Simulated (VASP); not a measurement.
Method: PBEsol GGA, VASP's PBE PAW potentials (set 64) (plane waves; VASP).

Input for VASP

POSCAR:
```
MnSi
1.0
  4.4724212850   0.0000000000   0.0000000000
  0.0000000000   4.4724212850   0.0000000000
  0.0000000000   0.0000000000   4.4724212850
Mn Si
4 4
Cartesian
  3.8584549142   2.8501770133   1.6222442717
  1.6222442717   3.8584549142   2.8501770133
  0.6139663708   0.6139663708   0.6139663708
  2.8501770133   1.6222442717   3.8584549142
  0.6911652697   1.5450453728   2.9273759122
  2.9273759122   0.6911652697   1.5450453728
  3.7812560153   3.7812560153   3.7812560153
  1.5450453728   2.9273759122   0.6911652697
```

### KPOINTS
```
Automatic mesh
0
Gamma
7 7 7
0 0 0
```

INCAR:
```
ALGO = Normal
EDIFF = 1E-6
EDIFFG = -0.02
ENCUT = 500
GGA = PS
IBRION = 2
ISIF = 3
ISMEAR = 1
ISPIN = 2
LASPH = .TRUE.
LCHARG = .FALSE.
LMAXMIX = 4
LORBIT = 10
LREAL = .FALSE.
LWAVE = .FALSE.
MAGMOM = 0.9 0.9 0.9 0.9 -0.0 -0.0 -0.0 -0.0
NELM = 100
NSW = 40
PREC = Accurate
PSTRESS = 50
SIGMA = 0.1
SYSTEM = MnSi
```

POTCAR, in this order: Mn_pv Si (PBE.64 set). Program: vasp_std.

Output of the run:

### OUTCAR
```
 ion  position               nearest neighbor table
   1  0.863  0.637  0.363-   5 2.26   6 2.35   7 2.35   8 2.35   6 2.49   7 2.49   8 2.49   2 2.74
                             4 2.74   3 2.74   3 2.74   2 2.74   4 2.74
   2  0.363  0.863  0.637-   6 2.26   5 2.35   7 2.35   8 2.35   8 2.49   5 2.49   7 2.49   1 2.74
                             3 2.74   4 2.74   3 2.74   1 2.74   4 2.74
   3  0.137  0.137  0.137-   7 2.26   6 2.35   5 2.35   8 2.35   8 2.49   5 2.49   6 2.49   2 2.74
                             4 2.74   1 2.74   2 2.74   1 2.74   4 2.74
   4  0.637  0.363  0.863-   8 2.26   6 2.35   7 2.35   5 2.35   6 2.49   7 2.49   5 2.49   1 2.74
                             1 2.74   2 2.74   2 2.74   3 2.74   3 2.74
   5  0.155  0.345  0.655-   1 2.26   2 2.35   3 2.35   4 2.35   2 2.49   3 2.49   4 2.49   8 2.76
                             6 2.76   8 2.76   7 2.76   7 2.76   6 2.76
   6  0.655  0.155  0.345-   2 2.26   1 2.35   3 2.35   4 2.35   4 2.49   1 2.49   3 2.49   8 2.76
                             7 2.76   5 2.76   8 2.76   7 2.76   5 2.76
   7  0.845  0.845  0.845-   3 2.26   2 2.35   1 2.35   4 2.35   4 2.49   1 2.49   2 2.49   5 2.76
                             6 2.76   8 2.76   6 2.76   5 2.76   8 2.76
   8  0.345  0.655  0.155-   4 2.26   2 2.35   3 2.35   1 2.35   2 2.49   3 2.49   1 2.49   7 2.76
                             5 2.76   5 2.76   6 2.76   6 2.76   7 2.76
  LATTYP: Found a simple cubic cell.
 ALAT       =     4.4724212850
 Subroutine PRICEL returns:
 Original cell was already a primitive cell.
 Subroutine GETGRP returns: Found 12 space group operations
The static configuration has the point symmetry C_3 .
 The point group associated with its full space group is T   .
The dynamic configuration has the point symmetry C_3 .
...
```

### OSZICAR
```
       N       E                     dE             d eps       ncg     rms          rms(c)
DAV:   1     0.790050534779E+03    0.79005E+03   -0.35514E+04  4056   0.187E+03
DAV:   2    -0.818729471153E+01   -0.79824E+03   -0.77565E+03  4032   0.555E+02
DAV:   3    -0.739667650341E+02   -0.65779E+02   -0.63508E+02  4736   0.163E+02
DAV:   4    -0.759887954325E+02   -0.20220E+01   -0.19875E+01  4806   0.284E+01
DAV:   5    -0.760303995684E+02   -0.41604E-01   -0.41541E-01  4800   0.444E+00    0.379E+01
DAV:   6    -0.769577010678E+02   -0.92730E+00   -0.22786E+02  5080   0.103E+02    0.299E+01
DAV:   7    -0.663915653884E+02    0.10566E+02   -0.85969E+01  4466   0.643E+01    0.905E+00
DAV:   8    -0.663283710223E+02    0.63194E-01   -0.35809E+00  4272   0.951E+00    0.285E+00
DAV:   9    -0.662766068904E+02    0.51764E-01   -0.30571E-01  5098   0.358E+00    0.160E+00
DAV:  10    -0.662898006135E+02   -0.13194E-01   -0.33332E-02  5262   0.115E+00    0.993E-01
DAV:  11    -0.662994679229E+02   -0.96673E-02   -0.40149E-02  5196   0.106E+00    0.403E-01
DAV:  12    -0.663002396675E+02   -0.77174E-03   -0.26898E-03  4624   0.371E-01    0.231E-01
DAV:  13    -0.663005539262E+02   -0.31426E-03   -0.65828E-04  5096   0.169E-01    0.112E-01
DAV:  14    -0.663005896479E+02   -0.35722E-04   -0.16662E-04  5106   0.736E-02    0.583E-02
DAV:  15    -0.663005825641E+02    0.70838E-05   -0.30043E-05  4708   0.297E-02    0.328E-02
DAV:  16    -0.663005861106E+02   -0.35465E-05   -0.16522E-05  4312   0.240E-02    0.828E-03
DAV:  17    -0.663005862901E+02   -0.17951E-06   -0.94289E-07  2356   0.638E-03
   1 F= -.63508765E+02 E0= -.63508179E+02  d E =-.635088E+02  mag=     3.8345
       N       E                     dE             d eps       ncg     rms          rms(c)
DAV:   1    -0.700181576171E+02   -0.37176E+01   -0.58637E+01  4080   0.718E+01    0.205E+01
DAV:   2    -0.693636451394E+02    0.65451E+00   -0.74306E+01  4412   0.628E+01    0.167E+01
DAV:   3    -0.661761997386E+02    0.31874E+01   -0.20456E+01  4306   0.341E+01    0.311E+00
DAV:   4    -0.661572572895E+02    0.18942E-01   -0.79626E-01  4106   0.436E+00    0.166E+00
DAV:   5    -0.661353427749E+02    0.21915E-01   -0.69521E-02  4490   0.203E+00    0.922E-01
DAV:   6    -0.661335828253E+02    0.17599E-02   -0.51546E-03  4528   0.567E-01    0.401E-01
DAV:   7    -0.661331776864E+02    0.40514E-03   -0.15417E-03  4960   0.212E-01    0.555E-02
DAV:   8    -0.661331799665E+02   -0.22801E-05   -0.87416E-05  4458   0.673E-02    0.247E-02
DAV:   9    -0.661331797721E+02    0.19439E-06   -0.39091E-06  3956   0.134E-02
   2 F= -.63479266E+02 E0= -.63478503E+02  d E =0.294998E-01  mag=     3.2501
       N       E                     dE             d eps       ncg     rms          rms(c)
DAV:   1    -0.677061896722E+02   -0.15730E+01   -0.20650E+01  4126   0.440E+01    0.117E+01
DAV:   2    -0.678853245440E+02   -0.17913E+00   -0.32949E+01  4746   0.413E+01    0.114E+01
DAV:   3    -0.662815723576E+02    0.16038E+01   -0.86182E+00  4710   0.209E+01    0.147E+00
DAV:   4    -0.662819280273E+02   -0.35567E-03   -0.30918E-01  4632   0.260E+00    0.116E+00
DAV:   5    -0.662721296614E+02    0.97984E-02   -0.29937E-02  4376   0.127E+00    0.345E-01
DAV:   6    -0.662720446462E+02    0.85015E-04   -0.21307E-03  5672   0.265E-01    0.153E-01
DAV:   7    -0.662721020318E+02   -0.57386E-04   -0.77642E-04  4524   0.209E-01    0.604E-02
DAV:   8    -0.662720852851E+02    0.16747E-04   -0.91380E-05  4706   0.617E-02    0.252E-02
DAV:   9    -0.662720840254E+02    0.12596E-05   -0.19104E-05  4920   0.226E-02    0.950E-03
DAV:  10    -0.662720846736E+02   -0.64822E-06   -0.52916E-07  2198   0.573E-03
   3 F= -.63538317E+02 E0= -.63537347E+02  d E =-.295512E-01  mag=     3.5860
       N       E                     dE             d eps       ncg     rms          rms(c)
DAV:   1    -0.662712163571E+02    0.86767E-03   -0.41332E-03  4136   0.613E-01    0.166E-01
DAV:   2    -0.662712245091E+02   -0.81520E-05   -0.60358E-03  4618   0.562E-01    0.153E-01
DAV:   3    -0.662709375373E+02    0.28697E-03   -0.15942E-03  4622   0.294E-01    0.198E-02
DAV:   4    -0.662709366058E+02    0.93147E-06   -0.57598E-05  3952   0.323E-02    0.153E-02
DAV:   5    -0.662709349474E+02    0.16584E-05   -0.49078E-06  3656   0.171E-02    0.493E-03
DAV:   6    -0.662709348858E+02    0.61655E-07   -0.32737E-07  2116   0.356E-03
   4 F= -.63538320E+02 E0= -.63537353E+02  d E =-.295541E-01  mag=     3.5805
       N       E                     dE             d eps       ncg     rms          rms(c)
DAV:   1    -0.662653081597E+02    0.56268E-02   -0.26264E-01  5280   0.117E+01    0.232E-01
DAV:   2    -0.662703191717E+02   -0.50110E-02   -0.51871E-02  4064   0.153E+00    0.115E-01
DAV:   3    -0.662704130007E+02   -0.93829E-04   -0.14584E-03  4884   0.313E-01    0.706E-02
DAV:   4    -0.662703969526E+02    0.16048E-04   -0.98943E-05  5040   0.746E-02    0.501E-02
DAV:   5    -0.662703786024E+02    0.18350E-04   -0.41880E-05  5224   0.794E-02    0.228E-02
DAV:   6    -0.662703769657E+02    0.16366E-05   -0.12993E-05  4716   0.322E-02    0.570E-03
DAV:   7    -0.662703770326E+02   -0.66893E-07   -0.93693E-07  2158   0.987E-03
   5 F= -.63538973E+02 E0= -.63538038E+02  d E =-.652989E-03  mag=     3.5717
```

**OUTCAR**
```
------------------------ aborting loop because EDIFF is reached ----------------------------------------
  FORCE on cell =-STRESS in cart. coord.  units (eV):
  Direction    XX          YY          ZZ          XY          YZ          ZX
  --------------------------------------------------------------------------------------
  Total        2.7629346      2.7629346      2.7629346     -0.0000000      0.0000000     -0.0000000
  in kB       50.5771790     50.5771790     50.5771790     -0.0000000      0.0000000     -0.0000000
  external PRESSURE =       0.5771790 kB  Pullay stress =      50.0000000 kB
  volume of cell :       87.52
      direct lattice vectors                 reciprocal lattice vectors
     4.439923918 -0.000000000  0.000000000     0.225229085  0.000000000  0.000000000
    -0.000000000  4.439923918 -0.000000000     0.000000000  0.225229085  0.000000000
    -0.000000000 -0.000000000  4.439923918     0.000000000  0.000000000  0.225229085
 POSITION                                       TOTAL-FORCE (eV/Angst)
 -----------------------------------------------------------------------------------
      3.82876      2.83113      1.60879        -0.010127      0.010127     -0.010127
      1.60879      3.82876      2.83113        -0.010127     -0.010127      0.010127
      0.61117      0.61117      0.61117         0.010127      0.010127      0.010127
      2.83113      1.60879      3.82876         0.010127     -0.010127     -0.010127
      0.68555      1.53441      2.90551        -0.007816      0.007816     -0.007816
      2.90551      0.68555      1.53441        -0.007816     -0.007816      0.007816
      3.75437      3.75437      3.75437         0.007816      0.007816      0.007816
      1.53441      2.90551      0.68555         0.007816     -0.007816     -0.007816
 -----------------------------------------------------------------------------------
    total drift:                               -0.000001     -0.000001      0.000000
  FREE ENERGIE OF THE ION-ELECTRON SYSTEM (eV)
  ---------------------------------------------------
  free  energy   TOTEN  =       -66.2703770326 eV

  energy  without entropy=      -66.2675719559  energy(sigma->0) =      -66.26944201
  enthalpy is  TOTEN    =       -63.5389726209 eV   P V=        2.7314044117

 total charge

# of ion       s       p       d       tot
------------------------------------------
    1        0.355   6.428   5.355  12.138
    2        0.355   6.428   5.355  12.138
    3        0.355   6.428   5.355  12.138
    4        0.355   6.428   5.355  12.138
    5        0.745   0.937   0.000   1.683
    6        0.745   0.937   0.000   1.683
    7        0.745   0.937   0.000   1.683
    8        0.745   0.937   0.000   1.683
--------------------------------------------------
tot          4.403  29.461  21.419  55.283

 magnetization (x)

# of ion       s       p       d       tot
------------------------------------------
    1        0.000   0.006   0.927   0.933
    2        0.000   0.006   0.927   0.933
    3        0.000   0.006   0.927   0.933
    4        0.000   0.006   0.927   0.933
    5       -0.011  -0.028   0.000  -0.039
    6       -0.011  -0.028   0.000  -0.039
    7       -0.011  -0.028   0.000  -0.039
    8       -0.011  -0.028   0.000  -0.039
--------------------------------------------------
tot         -0.042  -0.088   3.708   3.579

 reached required accuracy - stopping structural energy minimisation
```
(Selected blocks of OUTCAR.)

### CONTCAR
```
MnSi
   1.00000000000000
     4.4399239183785113   -0.0000000000000000    0.0000000000000000
    -0.0000000000000000    4.4399239183785113   -0.0000000000000000
    -0.0000000000000000   -0.0000000000000000    4.4399239183785113
  Mn              Si
     4     4
Direct
     0.8623471488232974    0.6376528511767026    0.3623471488232974
     0.3623471488232974    0.8623471488232974    0.6376528511767026
     0.1376528511767026    0.1376528511767026    0.1376528511767026
     0.6376528511767026    0.3623471488232974    0.8623471488232974
     0.1544060744010646    0.3455939255989354    0.6544060744010647
     0.6544060744010647    0.1544060744010646    0.3455939255989354
     0.8455939255989353    0.8455939255989353    0.8455939255989353
     0.3455939255989354    0.6544060744010647    0.1544060744010646
```

Energy and stress use the plane-wave basis of the starting cell. The moments were started parallel, and other spin orders were not tried in this run.

The compound is MnSi in the B20 structure. This run relaxes it under an external pressure of 5 GPa. Symmetry was kept, so distortions that lower it aren't found.
